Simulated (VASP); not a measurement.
Consider the following.

```
CELL_PARAMETERS angstrom
      4.00167     0.00000     0.00000
      0.00000     4.00167     0.00000
      0.00000     0.00000     4.00167
ATOMIC_POSITIONS crystal
  K  0.00000 0.00000 0.00000
  Mg 0.50000 0.50000 0.50000
  F  0.50000 0.00000 0.50000
  F  0.00000 0.50000 0.50000
  F  0.50000 0.50000 0.00000
```

These are revTPSS meta-GGA, VASP's PBE PAW potentials (set 64) (plane waves; VASP) values and carry that method's errors. Run with 520 eV cut-off, 6×6×6 Γ-centred mesh, tetrahedra with Blöchl corrections, potentials K_sv Mg F.

The cores are frozen, which limits the accuracy of field gradients.

Problem. Give the principal components of the electric field gradient (V/Å²) and the asymmetry η at each nucleus.

Solution. 
| atom | Vxx | Vyy | Vzz | η |
|---|---|---|---|---|
| K1 | 0.0 | 0.0 | 0.0 | - |
| Mg2 | 0.0 | 0.0 | 0.0 | - |
| F3 | -22.9 | -22.9 | 45.8 | 0.00 |
| F4 | -22.9 | -22.9 | 45.8 | 0.00 |
| F5 | -22.9 | -22.9 | 45.8 | 0.00 |

The compound is KMgF3 in the cubic perovskite structure. It was relaxed first.
